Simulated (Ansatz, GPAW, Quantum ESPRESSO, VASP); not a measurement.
# One structure in several programs: SrAg3Pd2 (P6/mmm, 6 atoms in the cell)

Self-consistent single point.

```xyz
6
Lattice="5.5486 0.0000 0.0000 -2.7743 4.8052 0.0000 0.0000 0.0000 4.5562" Properties=species:S:1:pos:R:3 pbc="T T T"
Sr     0.0000     0.0000     0.0000
Ag     2.7743     0.0000     2.2781
Ag     1.3871     2.4026     2.2781
Ag    -1.3871     2.4026     2.2781
Pd     0.0000     3.2035     0.0000
Pd     2.7743     1.6017     0.0000
```

Shared settings, as Ansatz (a quantum-chemistry and plane-wave program) writes them: kpoints.mp_grid.grid = 3 3 4; scf.occupations.method = gaussian; scf.occupations.width = 0.2 eV. Potentials and cutoffs stand in the table.

```
code                                                              model  pressure (GPa)   cutoff
----------------  -----------------------------------------------------  --------------  -------
VASP                         PBEsol, VASP's PBE PAW potentials (set 64)           -3.19   300 eV
GPAW              PBEsol, GPAW PAW datasets PBEsol (made by gpaw-setup)           -2.88   550 eV
Quantum ESPRESSO   PBEsol, GBRV 1.5 ultrasoft (PBESOL) pseudopotentials           -3.63    40 Ry
Ansatz                                  PBEsol, PAW files made with PBE           -3.07  default
```

On Ansatz's run: spin polarisation is off.

The spread over the programs that give each value: pressure within 0.75 GPa.

Ansatz's pressure is given at a fixed set of plane waves, as the other plane-wave codes print theirs; with its correction for the finite basis it is -3.02 GPa.

On the base mesh (6 6 6) the same programs gave: Quantum ESPRESSO pressure -3.63 GPa; Ansatz pressure -3.07 GPa; GPAW pressure -2.89 GPa; VASP pressure -3.20 GPa.

VASP's run is marked for a possible Pulay error in its stress at this cutoff; no cutoff test was made.

The starting cell comes from a database of computed structures (which also holds hypothetical and non-ambient phases and stackings), without a prior relaxation at this level.

Left out of this page: SIESTA (not drawn, or without a comparable value).

Keys are those of Ansatz 0.2.
